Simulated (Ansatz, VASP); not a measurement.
# ZrBr2F2: VASP beside Ansatz

```
CELL_PARAMETERS angstrom
4.22074 0.00000 0.00000
0.00000 4.22074 0.00000
0.00000 0.00000 30.00536
ATOMIC_POSITIONS crystal
Zr 0.50000 0.50000 0.28547
Br 0.50000 0.00000 0.34630
Br 0.00000 0.50000 0.34630
F 0.00000 0.50000 0.25453
F 0.50000 0.00000 0.25453
```

Alike in both runs: functional PBE; k mesh 10 × 10 × 1; occupations gaussian, width 0.1 eV; no spin polarisation.

Ansatz relaxed the structure, and its values are those at the end. VASP's run is a single point on that final structure, the one shown.

|  | VASP | Ansatz |
| --- | --- | --- |
| version | VASP 6.6.1 | Ansatz 0.2.0 |
| potentials or method | VASP PAW PBE potentials, release 64 (Zr_sv, Br, F) | scalar-relativistic, plane waves, PAW |
| plane-wave cutoff (eV) | 520 | 420 |
| valence electrons in the cell | 40 | 40 |

Ansatz gave:

```
gap on the k mesh at the Fermi level (eV) : none
rms of the force components (eV/Å)        : 0.001
```

Q: Which values does VASP return?

A: gap on the k mesh at the Fermi level (eV): none; rms of the force components (eV/Å): 0.003.

A gap of «none» marks a metal or a gap that the smearing closes.
